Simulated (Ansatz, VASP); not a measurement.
# PtAu (Au-Pt stack, (111) layers) in two plane-wave programs

Aim: how closely do two programs agree when they are given the same cell, functional and k mesh? The cell is taken from a series of runs on this material, whose earlier steps may have relaxed, scaled, displaced or heated it; both programs get it as it stands.

Method: plane waves, with VASP 6.6.1 beside it; PBEsol, in Ansatz 0.2.0.

### Step 1. The structure

The cell holds 2 atoms: 1 Au and 1 Pt. Cell: a = 2.695 Å, b = 2.695 Å, c = 28.326 Å, α = 90.0°, β = 90.0°, γ = 120.0°. It derives from PtAu. Vacuum lies along c.

Coordinates:

```cif
data_structure
_symmetry_space_group_name_H-M 'P 1'
_symmetry_Int_Tables_number 1
_cell_length_a 2.6946
_cell_length_b 2.6946
_cell_length_c 28.3264
_cell_angle_alpha 90.000
_cell_angle_beta 90.000
_cell_angle_gamma 120.000
_cell_volume 178.12
loop_
_atom_site_label
_atom_site_type_symbol
_atom_site_fract_x
_atom_site_fract_y
_atom_site_fract_z
_atom_site_occupancy
Au1 Au 0.00000 0.00000 0.19034 1
Pt2 Pt 0.33333 0.66667 0.27789 1
```

### Step 2. Ansatz: zone-centre phonons, PBEsol

Ansatz runs on its PAW soft_1 files.

Second derivatives magnify differences that forces hide, and they need a tight electronic threshold.

input.yaml

```yaml
crystal:
  lattice:
    - [2.6945975276, 0.0, 0.0]
    - [-1.3472987638, 2.3335899119, 0.0]
    - [0.0, 0.0, 28.3264248055]
  atoms:
    - { symbol: Au, position: [0.0, 0.0, 0.1903350289] }
    - { symbol: Pt, position: [0.3333333333, 0.6666666667, 0.2778924333] }
  periodic: [true, true, false]
kpoints:
  mp_grid: { grid: [24, 24, 1] }
hamiltonian:
  xc: pbesol
  pseudopotentials: { kind: paw, azcp: { folder: soft_1 }, xc_functional: pbe }
scf:
  occupations: { method: fermi_dirac, width: 0.1 }
output:
  eigenvalues: true
phonons:
  method: dfpt
  qpoints:
    - [0, 0, 0]
    - [0.041666667, 0.0, 0.0]
    - [0.125, 0.0, 0.0]
    - [0.208333333, 0.0, 0.0]
    - [0.291666667, 0.0, 0.0]
    - [0.375, 0.0, 0.0]
    - [0.458333333, 0.0, 0.0]
```

Command:

```bash
$ ansatz run input.yaml --threads 4 --pin off --max-ram 12288MiB --backend cpu --events-out ev --progress --plain --runs-dir out
```

Numbers of over 12 decimals in the logs are rounded to 6 here.

Log:

```text
The run solves and reports these wavevectors of phonons.qpoints, in the list's order, at another value: [0.041666667, 0.0, 0.0] as [0.041667, 0.0, 0.0], [0.208333333, 0.0, 0.0] as [0.208333, 0.0, 0.0], [0.291666667, 0.0, 0.0] as [0.291667, 0.0, 0.0], [0.458333333, 0.0, 0.0] as [0.458333, 0.0, 0.0].
Engine: ansatz 0.2.0, aarch64-unknown-linux-gnu
Pseudopotentials: kind: paw
Pseudopotential: Au, paw, valence charge 19, recommended cutoff 420 eV (normal), soft_1/Au.paw.azcp
Pseudopotential: Pt, paw, valence charge 18, recommended cutoff 420 eV (normal), soft_1/Pt.paw.azcp
Functional definition: PBEsol
  exchange = pbesol_x
  correlation = pbesol_c
Crystal: 2 atoms, lattice volume = 178.119 Å³
Basis set: ecut = 420 eV, 3533 PW (Γ), exchange–correlation on 40×40×384 points (8 copies of the dense FFT grid, shifted against one another)
Bands: 23, of which v1, the nominal top of the filled ones, is band 19 counted from 1 (18 counted from 0)
Symmetry: 6 space group operations
k-points: 61 of 576 (time reversal used)
Non-local potential: Au, projectors of the file, l = 0: 3, l = 1: 2, l = 2: 2, l = 3: 1
Non-local potential: Pt, projectors of the file, l = 0: 3, l = 1: 2, l = 2: 2, l = 3: 1
PAW form: soft (Blöchl's): semilocal exchange-correlation on the pseudo side does not see the compensation charge
PAW frozen core: Au, regenerated for the run's functional, and the local potential with it (the file was generated under x = pbe(κ = 0.804, μ = 0.219515), c = pbe(β = 0.066725))
PAW frozen core: Pt, regenerated for the run's functional, and the local potential with it (the file was generated under x = pbe(κ = 0.804, μ = 0.219515), c = pbe(β = 0.066725))
PAW one-centre angular grid: Au, 590 points (default); XC on 64 Gauss nodes
PAW one-centre angular grid: Pt, 590 points (default); XC on 64 Gauss nodes
Initial density: superposition of atomic densities (neutral atoms: chi_scale 0, normalization atom)
Initial wavefunctions: pseudopotential atomic-orbital guess
Functional: x = pbesol(κ = 0.804, μ = 0.123457), c = pbesol(β = 0.046)
SCF iter   1: F=—  HF=-25393.903037 eV  |F-HF|=—  |Δ(HF+E_count)|=         —  Δρ=3.83e-2  dr2=4.06e0  ethr=3.10e-3  ⟨swp⟩=13.1  Hψ=11511  notcnv=0
preconditioner: auto → LDOS  [metal: Δε(μ)=0.042 eV  Ē_g=8.346 eV  σ=0.100 eV  W_gap=0.10  n_scr=18 (ndim 8)  ℏωp=12.8 eV  f_vac=0.768  D(μ)=1.77/eV (n_scr^D=12)  β→1.0]
SCF iter   2: F=—  HF=-25393.724498 eV  |F-HF|=—  |Δ(HF+E_count)|=   1.79e-1  Δρ=3.29e-2  dr2=2.95e0  ethr=3.10e-3  ⟨swp⟩=4.1  Hψ=4760  notcnv=0  defer=11
SCF iter   3: F=—  HF=-25393.158168 eV  |F-HF|=—  |Δ(HF+E_count)|=   5.66e-1  Δρ=5.90e-3  dr2=1.71e-1  ethr=3.10e-3  ⟨swp⟩=3.6  Hψ=3815  notcnv=0  defer=11
SCF iter   4: F=—  HF=-25393.146166 eV  |F-HF|=—  |Δ(HF+E_count)|=   1.20e-2  Δρ=3.24e-3  dr2=7.84e-2  ethr=4.62e-4  ⟨swp⟩=3.4  Hψ=3745  notcnv=0  defer=11
SCF iter   5: F=—  HF=-25393.136069 eV  |F-HF|=—  |Δ(HF+E_count)|=   1.01e-2  Δρ=1.41e-3  dr2=1.41e-2  ethr=2.12e-4  ⟨swp⟩=3.2  Hψ=2637  notcnv=0  defer=11
SCF iter   6: F=—  HF=-25393.134241 eV  |F-HF|=—  |Δ(HF+E_count)|=   1.83e-3  Δρ=5.28e-4  dr2=2.15e-3  ethr=3.80e-5  ⟨swp⟩=2.5  Hψ=2311  notcnv=0  defer=11
SCF iter   7: F=—  HF=-25393.134258 eV  |F-HF|=—  |Δ(HF+E_count)|=   1.78e-5  Δρ=1.85e-4  dr2=1.33e-4  ethr=5.81e-6  ⟨swp⟩=3.1  Hψ=3077  notcnv=0  defer=11
SCF iter   8: F=—  HF=-25393.134234 eV  |F-HF|=—  |Δ(HF+E_count)|=   2.42e-5  Δρ=7.87e-5  dr2=1.89e-5  ethr=3.59e-7  ⟨swp⟩=3.4  Hψ=3003  notcnv=0  defer=11
SCF iter   9: F=—  HF=-25393.134217 eV  |F-HF|=—  |Δ(HF+E_count)|=   1.72e-5  Δρ=1.35e-5  dr2=3.65e-7  ethr=5.10e-8  ⟨swp⟩=3.5  Hψ=3289  notcnv=0  defer=11
SCF iter  10: F=—  HF=-25393.134221 eV  |F-HF|=—  |Δ(HF+E_count)|=   3.61e-6  Δρ=4.94e-6  dr2=3.83e-8  ethr=9.85e-10  ⟨swp⟩=3.7  Hψ=3177  notcnv=0  defer=11
SCF iter  11: F=—  HF=-25393.134221 eV  |F-HF|=—  |Δ(HF+E_count)|=   1.98e-8  Δρ=1.18e-6  dr2=6.15e-9  ethr=1.04e-10  ⟨swp⟩=3.5  Hψ=3055  notcnv=0  defer=11
SCF iter  12: F=—  HF=-25393.134221 eV  |F-HF|=—  |Δ(HF+E_count)|=  3.64e-12  Δρ=3.66e-7  dr2=2.46e-10  ethr=1.66e-11  ⟨swp⟩=4.0  Hψ=3442  notcnv=0  defer=11
SCF iter  13: F=—  HF=-25393.134221 eV  |F-HF|=—  |Δ(HF+E_count)|=   1.33e-9  Δρ=1.49e-7  dr2=7.30e-11  ethr=1.00e-12  ⟨swp⟩=3.3  Hψ=3064  notcnv=0  defer=11
SCF iter  14: F=-25393.134221 eV  HF=-25393.134221 eV  |F-HF|=6.55e-11  |Δ(HF+E_count)|=  7.28e-11  Δρ=3.96e-8  dr2=3.59e-12  ethr=1.00e-12  ⟨swp⟩=16.0  Hψ=12506  notcnv=0
SCF 1 converged in 14 iterations: F = -25393.134221 eV  dr2 = 3.59e-12
  greatest PAW one-centre occupation: 1.000 electrons in one spin orbital (limit 2), on the Au atom at site 0 (counted from 0), in its partial waves of l = 0
NSCF: frozen V_eff on 61 k-points
WARN: eigensolver did not converge (k=6): 1 band(s) unlocked after 2 eigensolves, warm-restarted (20 sweeps on the last) at ethr=2.12e-12 eV (storage-precision floor; scheduled 1.00e-12 eV) (lowest unlocked band 22, counted from 0; max residual 1.88e-5 eV among the unlocked bands, 1.88e-5 eV over every band; other slots of this pass that fall short are told together in one closing line; warning suppressed until the next SCF loop or pass starts)
WARN: eigensolver did not converge in 22 slots of this pass, the one above among them; of largest residual over every band (k=20): 1 band(s) unlocked (lowest unlocked band 22, counted from 0; max residual 5.52e-4 eV among the unlocked bands, 5.52e-4 eV over every band); of lowest unlocked band (k=6): band 22
NSCF: frozen V_eff on 157 k-points
DFPT response loops at q = (0, 0, 0) (fractional): preconditioner auto → none (partly filled bands, converged f_vac=0.769); β = 0.50; Broyden in place of MSR1
NSCF: frozen V_eff on 1152 k-points
DFPT response loops at q = (0.041667, 0, 0) (fractional): mixed as the last ones told, above
NSCF: frozen V_eff on 1152 k-points
DFPT response loops at q = (0.125, 0, 0) (fractional): mixed as the last ones told, above
NSCF: frozen V_eff on 1152 k-points
DFPT response loops at q = (0.208333, 0, 0) (fractional): mixed as the last ones told, above
NSCF: frozen V_eff on 1152 k-points
DFPT response loops at q = (0.291667, 0, 0) (fractional): mixed as the last ones told, above
NSCF: frozen V_eff on 1152 k-points
DFPT response loops at q = (0.375, 0, 0) (fractional): mixed as the last ones told, above
NSCF: frozen V_eff on 1152 k-points
DFPT response loops at q = (0.458333, 0, 0) (fractional): mixed as the last ones told, above
SCF converged after 14 iterations
Free energy (F): -25393.134221 eV
Harris-Foulkes:  -25393.134221 eV  (|F-HF|=6.55e-11)
Internal energy: -25393.079478 eV  (E = F + TS)
E sigma→0 (E₀):  -25393.106849 eV
Entropy (-TS):   -0.054743 eV (-27.371 meV/atom)
Fermi energy:    -5.835689 eV
--- Per-component energies (eV) ---
  E_band       = -1341.120840
  E_kinetic    = 1174.849747
  E_local      = -113063.609130  (includes V_loc(G=0)·N_el)
  E_nonlocal   = 308.941156
  E_hartree    = 55743.965488
  E_xc         = -443.850888
  E_vxc        = -530.198232  (∫ρ·V_xc dr)
  E_paw        = -18936.621617  (= ΣΔE_a)
  E_vpaw       = -719.038339  (= ΣTr[D̂ρ^β])
  E_aug_tail   = 0.002690  (compensation charges beyond the density's cutoff)
  E_ewald      = 49822.646518
  E_core_change = 0.596558  (= ΣΔE_core)
  E_smearing   = -0.054743  (= −TS)
  E_closure    = 0.000000  (closes the sum)
  Σ components = -25393.134221   (vs F -25393.134221, Δ=0.00e0)
--- Band table (eV; the first three rows and the last of 61) ---
  k-point 0: bands = [... 15 lower, -7.6920, -7.6920, -7.6191, -5.8768, -5.8768, -5.2195, -0.4697, 0.0812]
  k-point 1: bands = [... 15 lower, -7.9563, -7.7025, -7.3954, -6.1358, -5.8870, -4.8903, -0.4249, 0.1295]
  k-point 2: bands = [... 15 lower, -8.2715, -7.7299, -7.2270, -6.4646, -5.9169, -4.3181, -0.2910, 0.2745]
  k-point 60: bands = [... 15 lower, -7.9657, -7.3717, -6.4232, -0.6756, -0.0002, 1.3011, 2.3417, 2.7214]
--- Phonons (Γ-DFPT): 4 representative perturbations + reference (Σ response iterations 21) ---
  ASR residual: 7.501e-4 → 0.000e0 eV/Å²; symmetrization residual: 1.835e-5 eV/Å²
  ASR residual per site (eV/Å²): 2.67e-4 7.50e-4
  Γ frequencies (cm⁻¹): 0.00 0.00 0.00 28.04 28.04 97.29
  non-analytic LO–TO correction: not included (Born effective charges unavailable; polar crystals: no LO–TO splitting at Γ)
--- Phonons (arbitrary-q DFPT): 7 explicit q-points ---
  q = [0, 0, 0] (of the zone-centre solve; hermiticity 1.08e-5, symmetrization 2.17e-11): -0.00 -0.00 0.00 28.04 28.04 97.29
  q = [0.041667, 0, 0] (4 solved perturbations in 1752 linear systems a pass and spin channel, the states on 576 of 576 k-point pairs; hermiticity 5.15e-6, symmetrization 4.65e-9): 2.75 15.06 25.98 32.23 39.37 97.54
  q = [0.125, 0, 0] (4 solved perturbations in 1752 linear systems a pass and spin channel, the states on 576 of 576 k-point pairs; hermiticity 1.95e-5, symmetrization 6.38e-9): 11.06 41.90 54.54 67.53 83.52 103.23
  q = [0.208333, 0, 0] (4 solved perturbations in 1752 linear systems a pass and spin channel, the states on 576 of 576 k-point pairs; hermiticity 9.07e-6, symmetrization 2.50e-10): 17.85 64.12 76.24 76.40 123.46 132.85
  q = [0.291667, 0, 0] (4 solved perturbations in 1752 linear systems a pass and spin channel, the states on 576 of 576 k-point pairs; hermiticity 3.88e-6, symmetrization 2.41e-9): 21.18 74.71 82.13 93.51 149.28 166.41
  q = [0.375, 0, 0] (4 solved perturbations in 1752 linear systems a pass and spin channel, the states on 576 of 576 k-point pairs; hermiticity 2.24e-6, symmetrization 2.58e-9): 24.50 71.02 95.30 107.64 162.55 191.15
  q = [0.458333, 0, 0] (4 solved perturbations in 1752 linear systems a pass and spin channel, the states on 576 of 576 k-point pairs; hermiticity 2.20e-6, symmetrization 6.87e-10): 26.33 63.20 102.14 114.76 170.02 203.65
  sum rule: each row above includes the acoustic sum rule's correction from the zone centre's row sums; it moved no ω² by more than (1.02 cm⁻¹)²
```

The column dr2 measures how far the density is from self-consistency, as an energy; F and HF (Harris–Foulkes) agree once it is small.

(Part 1 of 2 ends here.)

[Lines on the potential files, build, host, timing and source positions are cut from VASP's logs without a mark.]

[Logs are printed without paths, hosts, clocks, repeated set-up lines and the standing remarks that a program may print on its own settings, such as how far it seeks lower states.]

[Hosts, paths, dates, database ids (printed as entryN), source tags and the programs' standing remarks are cut or masked in the printed files.]
